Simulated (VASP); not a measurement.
All values below come from PBE GGA, VASP's PBE PAW potentials (set 64) (plane waves; VASP).

The input files of a VASP run:

**INCAR**
```
ALGO = Normal
EDIFF = 1E-6
EDIFFG = -0.02
ENCUT = 500
GGA = PE
IBRION = 2
ISIF = 3
ISMEAR = 1
LASPH = .TRUE.
LCHARG = .FALSE.
LMAXMIX = 6
LREAL = .FALSE.
LWAVE = .FALSE.
NELM = 100
NSW = 40
PREC = Accurate
PSTRESS = 50
SIGMA = 0.1
SYSTEM = Hf
```

File KPOINTS:
```
kpoints
0
gamma
13 13 7
```

POSCAR:
```
Hf
1
    1.5777030464    -2.7326617956     0.0000000000
    1.5777030464     2.7326617956    -0.0000000000
    0.0000000000    -0.0000000000     4.9898872411
Hf
2
Direct
  0.3333330000   0.6666670000   0.2500000000
  0.6666670000   0.3333330000   0.7500000000
```

POTCAR, in this order: Hf_pv (PBE.64 set). Program: vasp_std.

Output

OUTCAR:
```
 ion  position               nearest neighbor table
   1  0.333  0.667  0.250-   2 3.09   2 3.09   2 3.09   2 3.09   2 3.09   2 3.09
   2  0.667  0.333  0.750-   1 3.09   1 3.09   1 3.09   1 3.09   1 3.09   1 3.09
  LATTYP: Found a hexagonal cell.
 ALAT       =     3.1554060581
 C/A-ratio  =     1.5813772139
 Subroutine PRICEL returns:
 Original cell was already a primitive cell.
 Subroutine GETGRP returns: Found 24 space group operations
The static configuration has the point symmetry D_3d.
 The point group associated with its full space group is D_6h.
The dynamic configuration has the point symmetry D_3d.
 Subroutine INISYM returns: Found 24 space group operations
 Subroutine IBZKPT returns following result:
 Found     84 irreducible k-points:

 Following reciprocal coordinates:
            Coordinates               Weight
  0.000000  0.000000  0.000000      1.000000
  0.076923  0.000000  0.000000      6.000000
  0.153846  0.000000  0.000000      6.000000
  0.230769  0.000000  0.000000      6.000000
  0.307692  0.000000  0.000000      6.000000
  0.384615 -0.000000  0.000000      6.000000
  0.461538  0.000000  0.000000      6.000000
  0.076923  0.076923  0.000000      6.000000
  0.153846  0.076923  0.000000     12.000000
  0.230769  0.076923  0.000000     12.000000
  0.307692  0.076923  0.000000     12.000000
  0.384615  0.076923  0.000000     12.000000
  0.461538  0.076923  0.000000      6.000000
  0.153846  0.153846  0.000000      6.000000
  0.230769  0.153846  0.000000     12.000000
  0.307692  0.153846  0.000000     12.000000
  0.384615  0.153846  0.000000     12.000000
  0.230769  0.230769  0.000000      6.000000
  0.307692  0.230769  0.000000     12.000000
  0.384615  0.230769  0.000000      6.000000
  0.307692  0.307692  0.000000      6.000000
  0.000000  0.000000  0.142857      2.000000
...
```

OSZICAR:
```
       N       E                     dE             d eps       ncg     rms          rms(c)
DAV:   1     0.467902237312E+02    0.46790E+02   -0.11642E+04  2368   0.133E+03
DAV:   2    -0.185701210732E+02   -0.65360E+02   -0.64005E+02  2946   0.265E+02
DAV:   3    -0.204763230134E+02   -0.19062E+01   -0.18878E+01  3156   0.306E+01
DAV:   4    -0.204926332470E+02   -0.16310E-01   -0.16285E-01  2742   0.354E+00
DAV:   5    -0.204928771341E+02   -0.24389E-03   -0.24388E-03  3238   0.341E-01    0.672E+01
DAV:   6    -0.200034510519E+02    0.48943E+00   -0.45687E-01  2532   0.531E+00    0.398E+01
DAV:   7    -0.198294659080E+02    0.17399E+00   -0.77738E-01  2508   0.664E+00    0.201E+00
DAV:   8    -0.198204446109E+02    0.90213E-02   -0.51574E-02  2652   0.176E+00    0.290E-01
DAV:   9    -0.198205455268E+02   -0.10092E-03   -0.10789E-03  3312   0.265E-01    0.204E-01
DAV:  10    -0.198205339109E+02    0.11616E-04   -0.60568E-05  2712   0.635E-02    0.300E-01
DAV:  11    -0.198205358755E+02   -0.19646E-05   -0.87176E-06  2952   0.246E-02    0.147E-02
DAV:  12    -0.198205362216E+02   -0.34607E-06   -0.64963E-07  1860   0.676E-03
   1 F= -.18477798E+02 E0= -.18477552E+02  d E =-.184778E+02
```

**OUTCAR**
```
------------------------ aborting loop because EDIFF is reached ----------------------------------------
  FORCE on cell =-STRESS in cart. coord.  units (eV):
  Direction    XX          YY          ZZ          XY          YZ          ZX
  --------------------------------------------------------------------------------------
  Total        1.3435700      1.3435700      1.3538976      0.0000000     -0.0000000     -0.0000000
  in kB       50.0309797     50.0309783     50.4155530      0.0000000     -0.0000000     -0.0000000
  external PRESSURE =       0.1591704 kB  Pullay stress =      50.0000000 kB
  volume of cell :       43.03
      direct lattice vectors                 reciprocal lattice vectors
     1.577703046 -2.732661796  0.000000000     0.316916419 -0.182971783  0.000000000
     1.577703046  2.732661796  0.000000000     0.316916419  0.182971783  0.000000000
     0.000000000  0.000000000  4.989887241     0.000000000  0.000000000  0.200405330
 POSITION                                       TOTAL-FORCE (eV/Angst)
 -----------------------------------------------------------------------------------
      1.57770      0.91089      1.24747         0.000000     -0.000000      0.000000
      1.57770     -0.91089      3.74242        -0.000000      0.000000      0.000000
 -----------------------------------------------------------------------------------
    total drift:                                0.000000      0.000177     -0.000015
  FREE ENERGIE OF THE ION-ELECTRON SYSTEM (eV)
  ---------------------------------------------------
  free  energy   TOTEN  =       -19.8205362216 eV

  energy  without entropy=      -19.8197962969  energy(sigma->0) =      -19.82028958
  enthalpy is  TOTEN    =       -18.4777981634 eV   P V=        1.3427380582

 reached required accuracy - stopping structural energy minimisation
```
(Selected blocks of OUTCAR.)

The compound is Hf in the hcp structure. It was relaxed first under an external pressure of 5 GPa.
